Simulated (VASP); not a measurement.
Consider the following.

```yaml
crystal:
  lattice:
    - [1.13142, -1.95967, 0.00000]
    - [1.13142, 1.95967, 0.00000]
    - [0.00000, 0.00000, 3.55352]
  atoms:
    - { symbol: Be, position: [0.33333, 0.66667, 0.25000] }
    - { symbol: Be, position: [0.66667, 0.33333, 0.75000] }
```

Computed with revTPSS meta-GGA, VASP's PBE PAW potentials (set 64) (plane waves; VASP). Settings: 520 eV cut-off, 21×21×12 Γ-centred mesh, tetrahedra with Blöchl corrections, potentials Be.

Q: Give the energies of bands 1 to 4 at the high-symmetry points, in eV from the Fermi level.

A: 
| band | Γ | M | K | A | L | H |
|---|---|---|---|---|---|---|
| 1 | -11.51 | -5.07 | -2.52 | -9.31 | -3.66 | -1.16 |
| 2 | -4.45 | -3.22 | -1.06 | -9.31 | -3.66 | -1.16 |
| 3 | 1.07 | 3.69 | -1.06 | 10.86 | 1.50 | 0.34 |
| 4 | 16.19 | 6.51 | 6.78 | 10.86 | 1.50 | 0.34 |

It has no gap at this level: it comes out as a metal or semimetal.

The compound is Be in the hcp structure. It was relaxed first.
